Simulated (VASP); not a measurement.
# Sc3SiSn (P1) in VASP: single point with r2SCAN

Aim: the single point of Sc3SiSn with r2SCAN.

Program: VASP 6.6.1. These are calculated values, not measurements. Logs are shortened: lines on timing, memory, paths and dates and some standing lists are left out, and cuts for length are marked.

### 1 The crystal as given

The typed cell holds 5 atoms: a = 4.668 Å, b = 4.568 Å, c = 4.782 Å, α = 91.08°, β = 89.80°, γ = 90.10°.

The cell was built by a generator and needn't be a form met in nature.

### 2 Single point, r2SCAN

POSCAR reads:

```
Sc3SiSn
1.0
    4.6675600200     -0.0038576400      0.0082475400
   -0.0038576400      4.5673452900     -0.0441915800
    0.0082475400     -0.0441915800      4.7820089500
Sc Sn Si
3 1 1
Direct
    0.0152210000      0.4967180000      0.5018730000
    0.4952910000      0.0009000000      0.5180800000
    0.5041510000      0.5027140000      0.0122480000
    0.9842400000      0.9929190000      0.0048800000
    0.4979540000      0.4974310000      0.5038400000
```

INCAR.step1 reads:

```
SYSTEM = Sc3SiSn
  PREC = Accurate
  ENCUT = 520
  ISMEAR = -5
  SIGMA = 0.0418
  LREAL = .False.
  LASPH = .True.
  NELM = 100
  LMAXMIX = 4
  NBANDS = 34
  GGA = PE
  ALGO = Normal
  EDIFF = 1E-4
  LWAVE = .True.
  LCHARG = .False.
```

INCAR.step2 reads:

```
SYSTEM = Sc3SiSn
  PREC = Accurate
  ENCUT = 520
  EDIFF = 1E-6
  ISMEAR = 1
  SIGMA = 0.0418
  LREAL = .False.
  LASPH = .True.
  NELM = 100
  ALGO = Normal
  ISIF = 2
  LWAVE = .False.
  LCHARG = .False.
  LMAXMIX = 4
  METAGGA = R2SCAN
  LMIXTAU = .True.
  LORBIT = 11
  NBANDS = 34
  ISTART = 1
```

KPOINTS reads:

```
Automatic mesh
0
Gamma
  4 4 4
  0.5 0 0.5
```

Potentials or basis: VASP PAW PBE potentials, release 64 (Sc_sv, Sn_d, Si).

Command:

```
> cat potpaw_PBE.64/Sc_sv/POTCAR potpaw_PBE.64/Sn_d/POTCAR potpaw_PBE.64/Si/POTCAR > POTCAR
> cp INCAR.step1 INCAR
> mpirun -np 1 vasp_std > vasp.out
> cp INCAR.step2 INCAR
> mpirun -np 1 vasp_std > vasp.out
```

OUTCAR:

```text
SYSTEM = Sc3SiSn
   PREC = Accurate
   ENCUT = 520
   EDIFF = 1E-6
   ISMEAR = 1
   LREAL = .False.
   LASPH = .True.
   NELM = 100
   ISIF = 2
   METAGGA = R2SCAN
   LORBIT = 11
   ISTART = 1

 ion  position               nearest neighbor table
   1  0.015  0.497  0.502-   5 2.25   5 2.41   2 3.19   2 3.21   3 3.26   4 3.28   4 3.28   2 3.32
                             4 3.32   3 3.35   2 3.35   3 3.35   4 3.36   3 3.41
   2  0.495  0.001  0.518-   5 2.27   5 2.30   1 3.19   1 3.21   3 3.26   4 3.27   3 3.29   3 3.31
                             1 3.32   4 3.33   4 3.35   1 3.35   3 3.36   4 3.43
   3  0.504  0.503  0.012-   5 2.35   5 2.43   4 3.17   4 3.23   2 3.26   1 3.26   2 3.29   4 3.31
                             2 3.31   1 3.35   1 3.35   4 3.36   2 3.36   1 3.41
   4  0.984  0.993  0.005-   3 3.17   3 3.23   2 3.27   1 3.28   1 3.28   3 3.31   1 3.32   2 3.33
                             2 3.35   3 3.36   1 3.36   2 3.43
   5  0.498  0.497  0.504-   1 2.25   2 2.27   2 2.30   3 2.35   1 2.41   3 2.43

  LATTYP: Found a triclinic cell.
 ALAT       =     4.7822202496
 B/A-ratio  =     0.9551129945
 C/A-ratio  =     0.9760254980
 COS(alpha) =     0.0016881059
 COS(beta)  =     0.0034991701
 COS(gamma) =     0.0189164956

  Lattice vectors:

 A1 = (   0.0082475400,  -0.0441915800,   4.7820089500)
 A2 = (   0.0038576400,  -4.5673452900,   0.0441915800)
 A3 = (   4.6675600200,  -0.0038576400,   0.0082475400)

Analysis of symmetry for initial positions (statically):
=====================================================================
 Subroutine PRICEL returns:
 Original cell was already a primitive cell.

 Routine SETGRP: Setting up the symmetry group for a
 triclinic supercell.

 Subroutine GETGRP returns: Found  1 space group operations
 (whereof  1 operations were pure point group operations)
 out of a pool of  2 trial point group operations.

The static configuration has the point symmetry C_1 .

Analysis of symmetry for dynamics (positions and initial velocities):
=====================================================================
 Subroutine PRICEL returns:
 Original cell was already a primitive cell.

 Routine SETGRP: Setting up the symmetry group for a
 triclinic supercell.

 Subroutine GETGRP returns: Found  1 space group operations
 (whereof  1 operations were pure point group operations)
 out of a pool of  2 trial point group operations.

The dynamic configuration has the point symmetry C_1 .

 Subroutine INISYM returns: Found  1 space group operations
 (whereof  1 operations are pure point group operations),
 and found     1 'primitive' translations

----------------------------------------------------------------------------------------

                                     Primitive cell

  volume of cell :     101.9351

  direct lattice vectors                    reciprocal lattice vectors
     4.667560020 -0.003857640  0.008247540     0.214245497  0.000177395 -0.000367870
    -0.003857640  4.567345290 -0.044191580     0.000177395  0.218965291  0.002023200
     0.008247540 -0.044191580  4.782008950    -0.000367870  0.002023200  0.209136464

  length of vectors
     4.667568901  4.567560703  4.782220250     0.214245887  0.218974710  0.209146574

  position of ions in fractional coordinates (direct lattice)
     0.015221000  0.496718000  0.501873000
     0.495291000  0.000900000  0.518080000
     0.504151000  0.502714000  0.012248000
     0.984240000  0.992919000  0.004880000
     0.497954000  0.497431000  0.503840000

  ion indices of the primitive-cell ions
   primitive index   ion index
                 1           1
                 2           2
                 3           3
                 4           4
                 5           5

----------------------------------------------------------------------------------------

 KPOINTS: Automatic mesh

Automatic generation of k-mesh.
 Grid dimensions read from file:
 generate k-points for:    4    4    4

 Generating k-lattice:

  Cartesian coordinates                     Fractional coordinates (reciprocal lattice)
     0.053561374  0.000044349 -0.000091968     0.250000000  0.000000000 -0.000000000
     0.000044349  0.054741323  0.000505800     0.000000000  0.250000000  0.000000000
    -0.000091968  0.000505800  0.052284116    -0.000000000 -0.000000000  0.250000000

  Length of vectors
     0.053561472  0.054743678  0.052286643

  Shift w.r.t. Gamma in fractional coordinates (k-lattice)
     0.500000000  0.000000000  0.500000000

 Subroutine IBZKPT returns following result:
 ===========================================

 Found     32 irreducible k-points:

 Following reciprocal coordinates:
            Coordinates               Weight
  0.125000  0.000000  0.125000      2.000000
  0.375000  0.000000  0.125000      2.000000
 -0.375000  0.000000  0.125000      2.000000
 -0.125000  0.000000  0.125000      2.000000
  0.125000  0.250000  0.125000      2.000000
  0.375000  0.250000  0.125000      2.000000
[... 16 lines left out ...]
 -0.375000  0.250000  0.375000      2.000000
 -0.125000  0.250000  0.375000      2.000000
 [... further k-points ...]
   k-points           NKPTS =     32   k-points in BZ     NKDIM =     32   number of bands    NBANDS=     34
   number of dos      NEDOS =    301   number of ions     NIONS =      5
   total plane-waves  NPLWV =  46656
   dimension x,y,z NGX =    36 NGY =   36 NGZ =   36
   dimension x,y,z NGXF=    72 NGYF=   72 NGZF=   72
   ions per type =               3   1   1
   NGX,Y,Z   is equivalent  to a cutoff of  12.82, 13.10, 12.51 a.u.
   NGXF,Y,Z  is equivalent  to a cutoff of  25.64, 26.21, 25.03 a.u.
 SYSTEM =  Sc3SiSn
   PREC   = accura    normal or accurate (medium, high low for compatibility)
   ISTART =      1    job   : 0-new  1-cont  2-samecut
   ICHARG =      0    charge: 1-file 2-atom 10-const
   ISPIN  =      1    spin polarized calculation?
   LNONCOLLINEAR =      F non collinear calculations
   LSORBIT =      F    spin-orbit coupling
   LASPH  =      T    aspherical Exc in radial PAW
   ENCUT  =  520.0 eV  38.22 Ry    6.18 a.u.   8.68  8.49  8.89*2*pi/ulx,y,z
   NELM   =    100;   NELMIN=  2; NELMDL=  0     # of ELM steps
   EDIFF  = 0.1E-05   stopping-criterion for ELM
   LREAL  =      F    real-space projection
[... 7 lines left out ...]
   TEBEG  =    0.0;   TEEND  =   0.0 temperature during run
   PSTRESS=    0.0 pullay stress
   NELECT =      51.0000    total number of electrons
   NUPDOWN=      -1.0000    fix difference up-down
   EMIN   =  10.00;   EMAX   =-10.00  energy-range for DOS
   EFERMI =   0.00;   METHOD = LEGACY
   ISMEAR =     1;   SIGMA  =   0.04  broadening in eV -4-tet -1-fermi 0-gaus
   EFERMI_NEDOS =   21; number of points for ismear=-14 and -15
   IALGO  =     38    algorithm
   IMIX   =      4    mixing-type and parameters
     AMIX     =   0.40;   BMIX     =  1.00
     AMIX_MAG =   1.60;   BMIX_MAG =  1.00
  volume/ion in A,a.u.               =      20.39       137.58
  Fermi-wavevector in a.u.,A,eV,Ry     =   1.299642  2.455967 22.981175  1.689069
  Thomas-Fermi vector in A             =   2.430892
   LORBIT       =     11    0 simple, 1 ext, 2 COOP (PROOUT), +10 PAW based schemes
   METAGGA = R2SCAN    functional components
   LHFCALC =     F    Hartree Fock is set to
   AEXX    =    0.0000 exact exchange contribution
   IVDW    =     0    specifies the selected vdW correction
   LEPSILON=     F    determine dielectric tensor
   LRPA    =     F    only Hartree local field effects (RPA)
 non-spin polarized calculation
 Methfessel and Paxton  Order N= 1 SIGMA  =   0.04
  energy-cutoff  :      520.00
  volume of cell :      101.94
 maximum number of plane-waves:      2758
   NGX = 17   NGY = 17   NGZ = 17

 number of electron      50.9999997 magnetization

 Free energy of the ion-electron system (eV)
  ---------------------------------------------------
  ext. energy  EPLUGINS =         0.00000000
  ---------------------------------------------------
  free energy    TOTEN  =       -68.75457322 eV

  energy without entropy =      -68.75342745  energy(sigma->0) =      -68.75419130

 E-fermi :   6.5191     XC(G=0): -11.3093

 val. band max:        6.5162673764   @ k =   0.3750  -0.2500   0.1250
 cond. band min:       6.5322727090   @ k =  -0.1250   0.2500   0.3750
 fundamental gap:      0.0160053326
 Fermi energy:         6.5190665520

 k-point     1 :       0.1250    0.0000    0.1250
  band No.  band energies     occupation
      1     -44.9317      2.00000
      2     -44.8414      2.00000
      3     -44.7496      2.00000
      4     -22.7900      2.00000
      5     -22.7740      2.00000
      6     -22.7472      2.00000
[... 26 lines left out ...]
     33       9.2388      0.00000
     34       9.4887      0.00000

 k-point     2 :       0.3750    0.0000    0.1250
  band No.  band energies     occupation
      1     -44.9286      2.00000
      2     -44.8400      2.00000
      3     -44.7534      2.00000
      4     -22.7741      2.00000
      5     -22.7437      2.00000
      6     -22.6859      2.00000
[... 26 lines left out ...]
     33       9.3633      0.00000
     34       9.4932      0.00000
[... 775 lines left out ...]
     33       9.2931      0.00000
     34       9.4692      0.00000

 k-point    24 :      -0.1250    0.2500    0.3750
  band No.  band energies     occupation
      1     -44.9260      2.00000
      2     -44.8424      2.00000
      3     -44.7531      2.00000
      4     -22.8271      2.00000
      5     -22.7032      2.00000
      6     -22.6805      2.00000
[... 26 lines left out ...]
     33       9.2535      0.00000
     34       9.3993      0.00000

 [... further k-points ...]

------------------------ aborting loop because EDIFF is reached ----------------------------------------

  FORCE on cell =-STRESS in cart. coord.  units (eV):
  Direction    XX          YY          ZZ          XY          YZ          ZX
  --------------------------------------------------------------------------------------
  -------------------------------------------------------------------------------------
  Total       11.4808540     15.2175426      6.9531580      0.0740149      0.3772408     -0.0756802
  in kB      180.4517444    239.1836091    109.2871224      1.1633378      5.9293290     -1.1895125
  external PRESSURE =     176.3074920 kB  Pullay stress =       0.0000000 kB

 VOLUME and BASIS-vectors are now :
 -----------------------------------------------------------------------------
  energy-cutoff  :      520.00
  volume of cell :      101.94
      direct lattice vectors                 reciprocal lattice vectors
     4.667560020 -0.003857640  0.008247540     0.214245497  0.000177395 -0.000367870
    -0.003857640  4.567345290 -0.044191580     0.000177395  0.218965291  0.002023200
     0.008247540 -0.044191580  4.782008950    -0.000367870  0.002023200  0.209136464

 POSITION                                       TOTAL-FORCE (eV/Angst)
 -----------------------------------------------------------------------------------
      0.07327      2.24645      2.37814        -2.198624      0.049684      0.172133
      2.31607     -0.02069      2.48151         0.184630     -0.428512     -0.087092
      2.35132      2.29358      0.04051        -0.096094     -0.092316     -0.824981
      4.59021      4.53099     -0.01242         0.266105      0.114599      0.030166
      2.32647      2.24775      2.39149         1.843983      0.356546      0.709774
 -----------------------------------------------------------------------------------
    total drift:                               -0.002693      0.000578     -0.003412

  FREE ENERGIE OF THE ION-ELECTRON SYSTEM (eV)
  ---------------------------------------------------
  free  energy   TOTEN  =       -68.7545732194 eV

  energy  without entropy=      -68.7534274465  energy(sigma->0) =      -68.75419130

 total charge

# of ion       s       p       d       tot
------------------------------------------
    1        2.220   6.192   1.241   9.654
    2        2.232   6.203   1.285   9.720
    3        2.207   6.178   1.188   9.574
    4        1.082   1.331   9.933  12.345
    5        0.860   1.218   0.000   2.078
--------------------------------------------------
tot          8.602  21.123  13.647  43.372
```

Wall time 3.6 min (1 thread of Intel Xeon Platinum 8488C (Sapphire Rapids), shared host); peak memory 0.27 GiB.

What came out:

```yaml
Free_energy: -68.7546 eV
Pressure: 17.6 GPa
Largest_force: 2.206 eV/Å
Band_gap_on_the_k_mesh: none (metal or under the smearing width)
Valence_electrons_inside_the_program's_atomic_spheres: Sc 9.65, 9.72, 9.57; Sn 12.35; Si 2.08
```

Forces in eV/Å, atoms in the order of the input:
```
Sc  -2.199  0.050  0.172
Sc   0.185 -0.429 -0.087
Sc  -0.096 -0.092 -0.825
Sn   0.266  0.115  0.030
Si   1.844  0.357  0.710
```

Levels at points of the mesh, in eV from the Fermi level:
| k point | band 21 | band 22 | band 23 | band 24 | band 25 | band 26 | band 27 | band 28 | band 29 | band 30 |
| --- | --- | --- | --- | --- | --- | --- | --- | --- | --- | --- |
| (0.12, 0.00, 0.12) | -2.18 | -1.60 | -1.34 | -1.17 | -0.80 | -0.46 | -0.29 | 1.01 | 1.11 | 1.66 |

Caveat: so large a pressure means that the cell lies far from this level's equilibrium, or that cutoff or potentials fall short; the potentials were made for another functional, which shifts forces and pressure.
